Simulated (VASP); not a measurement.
A run of VASP 6.6.1:

INCAR

```
SYSTEM = Ag
  PREC = Accurate
  ENCUT = 520
  EDIFF = 1E-7
  ISMEAR = 0
  SIGMA = 0.1
  LREAL = .False.
  LASPH = .True.
  NELM = 100
  ALGO = Fast
  ISIF = 2
  LWAVE = .False.
  LCHARG = .False.
  GGA = PE
  NBANDS = 12
```

The input KPOINTS:

```
regular mesh
0
Gamma
  6 6 6
  0 0 0
```

Contents of POSCAR:

```
Ag
1.0
    0.0000000000      2.0427500000      2.0427500000
    2.0427500000      0.0000000000      2.0427500000
    2.0427500000      2.0427500000      0.0000000000
Ag
1
Direct
    0.0000000000      0.0000000000      0.0000000000
```

Potentials or basis: VASP PAW PBE potentials, release 64 (Ag).

The run is started by

```bash
$ cat potpaw_PBE.64/Ag/POTCAR > POTCAR
$ mpirun -np 1 vasp_std > vasp.out
```

Hardware: 1 thread of Intel(R) Xeon(R) 6975P-C (Granite Rapids), on a shared host.

Question: How long does it take, and how much memory?

Answer: Run time: 2.3 s on 1 thread of Intel(R) Xeon(R) 6975P-C (Granite Rapids) (shared host), peak memory 0.13 GiB. Counts: scf iterations 12, k points 16.
